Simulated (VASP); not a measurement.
A convergence study with VASP on BaHfO3 (cubic perovskite): one setting is varied, all else stays as given below, so the limit is that of these other settings.

```yaml
crystal:
  lattice:
    - [4.17000, 0.00000, 0.00000]
    - [0.00000, 4.17000, 0.00000]
    - [0.00000, 0.00000, 4.17000]
  atoms:
    - { symbol: Ba, position: [0.00000, 0.00000, 0.00000] }
    - { symbol: Hf, position: [0.50000, 0.50000, 0.50000] }
    - { symbol: O, position: [0.50000, 0.00000, 0.50000] }
    - { symbol: O, position: [0.00000, 0.50000, 0.50000] }
    - { symbol: O, position: [0.50000, 0.50000, 0.00000] }
```

These are PBE GGA, VASP's PBE PAW potentials (set 64) (plane waves; VASP) values and carry that method's errors. The tightest run used: 700 eV cut-off, 14×14×14 Γ-centred mesh, tetrahedra with Blöchl corrections, potentials Ba_sv Hf_pv O.

Unless said otherwise, spin-orbit coupling is left out, though it shifts the bands of the heavy elements here. Gaps are read on the run's mesh, which can miss a band edge.

### Question
The settings run are 3×3×3 mesh; 4×4×4 mesh; 5×5×5 mesh; 6×6×6 mesh; 7×7×7 mesh; 8×8×8 mesh; 9×9×9 mesh; 10×10×10 mesh; 11×11×11 mesh; 12×12×12 mesh; 13×13×13 mesh; 14×14×14 mesh. From which on does the energy per atom stay within 0.005 eV/atom of the tightest run?

### Answer
From 4×4×4 mesh on: it is off by 0.0020 there and by no more than 0.005 in any finer run, while 3×3×3 mesh is off by 0.0141.
```csv
setting,E (eV/atom),pressure (GPa),gap on the mesh (eV),irreducible k-points,difference judged (eV/atom)
3×3×3 mesh,-8.6973,3.75,3.774,4,0.0141
4×4×4 mesh,-8.7094,3.57,3.584,10,0.0020
5×5×5 mesh,-8.7111,3.55,3.692,10,0.0003
6×6×6 mesh,-8.7113,3.55,3.590,20,0.0001
7×7×7 mesh,-8.7114,3.54,3.643,20,0.0000
8×8×8 mesh,-8.7114,3.54,3.590,35,0.0000
9×9×9 mesh,-8.7114,3.55,3.622,35,0.0000
10×10×10 mesh,-8.7114,3.54,3.590,56,0.0000
11×11×11 mesh,-8.7114,3.55,3.612,56,0.0000
12×12×12 mesh,-8.7114,3.54,3.590,84,0.0000
13×13×13 mesh,-8.7114,3.55,3.606,84,0.0000
14×14×14 mesh,-8.7114,3.54,3.590,120,0.0000
```

Left out are rungs that failed or repeat a setting and relaxations that didn't move; long series are thinned to 24 rows.

The compound is BaHfO3 in the cubic perovskite structure. The cell was not relaxed at this level.
